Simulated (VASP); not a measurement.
Here is the system:

```xyz
2
Lattice="2.5062 0.0000 0.0000 -1.2531 2.1704 0.0000 0.0000 0.0000 2.2424" Properties=species:S:1:pos:R:3 pbc="T T T"
C      0.0000     1.4469     0.5606
C      1.2531     0.7235     1.6818
```

These are r2SCAN meta-GGA, VASP's PBE PAW potentials (set 64) (plane waves; VASP 6.6.1) values and carry that method's errors. Numerical set-up: 520 eV cut-off, 19×19×18 Γ-centred mesh, tetrahedra with Blöchl corrections, potentials C.

### Question
Give the energies of bands 2 to 6 at the high-symmetry points, in eV from the Fermi level.

### Answer

| band | Γ | M | K | A | L | H |
|---|---|---|---|---|---|---|
| 2 | -1.55 | -14.16 | -14.26 | -15.70 | -10.55 | -9.01 |
| 3 | -1.20 | -4.90 | -10.08 | 3.79 | -7.38 | -7.32 |
| 4 | -1.20 | 2.58 | 4.64 | 3.79 | -7.38 | -7.32 |
| 5 | 5.22 | 3.64 | 4.64 | 3.79 | 1.53 | -3.01 |
| 6 | 6.19 | 6.70 | 9.45 | 3.79 | 1.53 | -3.01 |

It has no gap at this level: it comes out as a metal or semimetal.

The structure was generated: C was put into the hcp type (P6_3/mmc), which need not be its known phase. It was relaxed first, which changed the volume by -16 %.
